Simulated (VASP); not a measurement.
Level of theory: PBE GGA, VASP's PBE PAW potentials (set 64) (plane waves; VASP).

Input for VASP

**INCAR**
```
ALGO=Normal
EDIFF=1E-6
ENCUT=520
GGA=PE
ISIF=2
ISMEAR=0
KGAMMA=F
KSPACING=0.2
LASPH=T
LCHARG=F
LREAL=F
LWAVE=F
NELM=100
PREC=Accurate
SIGMA=0.05
SYSTEM=LiH
```

File POSCAR:
```
LiH
1
    0.0000000000     2.0400000000     2.0400000000
    2.0400000000     0.0000000000     2.0400000000
    2.0400000000     2.0400000000     0.0000000000
Li H
1 1
Direct
  0.0000000000   0.0000000000   0.0000000000
  0.5000000000   0.5000000000   0.5000000000
```

POTCAR, in this order: Li_sv H (PBE.64 set). Program: vasp_std.

The run wrote:

### OSZICAR
```
       N       E                     dE             d eps       ncg     rms          rms(c)
DAV:   1    -0.150158169010E+01   -0.15016E+01   -0.14779E+03  3438   0.616E+02
DAV:   2    -0.626274034764E+01   -0.47612E+01   -0.45919E+01  4824   0.661E+01
DAV:   3    -0.636063796730E+01   -0.97898E-01   -0.97898E-01  4116   0.872E+00
DAV:   4    -0.636173758276E+01   -0.10996E-02   -0.10996E-02  4464   0.799E-01
DAV:   5    -0.636174440497E+01   -0.68222E-05   -0.68222E-05  4164   0.501E-02    0.285E+00
DAV:   6    -0.617940320118E+01    0.18234E+00   -0.15974E-01  3846   0.179E+00    0.142E+00
DAV:   7    -0.611994262361E+01    0.59461E-01   -0.20729E-01  4530   0.228E+00    0.223E-01
DAV:   8    -0.612192115195E+01   -0.19785E-02   -0.55050E-03  4050   0.640E-01    0.446E-02
DAV:   9    -0.612189771959E+01    0.23432E-04   -0.24423E-04  4992   0.905E-02    0.951E-03
DAV:  10    -0.612189650268E+01    0.12169E-05   -0.62688E-06  3858   0.233E-02    0.303E-03
DAV:  11    -0.612189636102E+01    0.14166E-06   -0.47950E-07  2412   0.538E-03
   1 F= -.61218964E+01 E0= -.61218964E+01  d E =-.456809E-17
```

OUTCAR:
```
------------------------ aborting loop because EDIFF is reached ----------------------------------------
  FORCE on cell =-STRESS in cart. coord.  units (eV):
  Direction    XX          YY          ZZ          XY          YZ          ZX
  --------------------------------------------------------------------------------------
  Total       -0.2132427     -0.2132427     -0.2132427      0.0000000      0.0000000     -0.0000000
  in kB      -20.1216814    -20.1216814    -20.1216814      0.0000000      0.0000000     -0.0000000
  external PRESSURE =     -20.1216814 kB  Pullay stress =       0.0000000 kB
  volume of cell :       16.98
      direct lattice vectors                 reciprocal lattice vectors
     0.000000000  2.040000000  2.040000000    -0.245098039  0.245098039  0.245098039
     2.040000000  0.000000000  2.040000000     0.245098039 -0.245098039  0.245098039
     2.040000000  2.040000000  0.000000000     0.245098039  0.245098039 -0.245098039
  FREE ENERGIE OF THE ION-ELECTRON SYSTEM (eV)
  ---------------------------------------------------
  free  energy   TOTEN  =        -6.1218963610 eV

  energy  without entropy=       -6.1218963610  energy(sigma->0) =       -6.12189636
```
(Selected blocks of OUTCAR.)

### OUTCAR
```
 val. band max:       -0.2252870928   @ k =  -0.4643  -0.4643   0.0357

 cond. band min:       2.9778086494   @ k =  -0.4643  -0.4643   0.0357


 Fermi energy:         0.0497907782

 k-point     1 :       0.0357    0.0357    0.0357
  band No.  band energies     occupation
      1     -44.4947      2.00000
      2      -5.3599      2.00000
      3      15.0976      0.00000
      4      17.0272      0.00000
      5      17.1517      0.00000
      6      17.1517      0.00000

 k-point     2 :       0.1071    0.0357    0.0357
  band No.  band energies     occupation
      1     -44.4923      2.00000
      2      -5.2422      2.00000
      3      14.2685      0.00000
      4      16.0471      0.00000
      5      16.7580      0.00000
      6      17.2853      0.00000

 k-point     3 :       0.1786    0.0357    0.0357
  band No.  band energies     occupation
      1     -44.4866      2.00000
      2      -4.9511      2.00000
      3      12.3203      0.00000
      4      15.0467      0.00000
      5      16.1986      0.00000
      6      17.0609      0.00000

 k-point     4 :       0.2500    0.0357    0.0357
  band No.  band energies     occupation
      1     -44.4788      2.00000
      2      -4.4996      2.00000
      3      10.0373      0.00000
      4      14.2818      0.00000
      5      15.7016      0.00000
      6      16.7408      0.00000

 k-point     5 :       0.3214    0.0357    0.0357
  band No.  band energies     occupation
      1     -44.4704      2.00000
      2      -3.9206      2.00000
      3       7.9146      0.00000
      4      13.6575      0.00000
      5      15.3956      0.00000
      6      16.4697      0.00000

 k-point     6 :       0.3929    0.0357    0.0357
  band No.  band energies     occupation
      1     -44.4632      2.00000
      2      -3.2902      2.00000
      3       6.1623      0.00000
      4      13.1920      0.00000
      5      15.3148      0.00000
      6      16.2382      0.00000
...
```

The compound is LiH in the rock salt structure. The cell was not relaxed at this level. The run is one of a series of settings (KGAMMA = .FALSE., KSPACING = 0.2, KPOINTS file removed against the base run), some of them coarse on purpose.
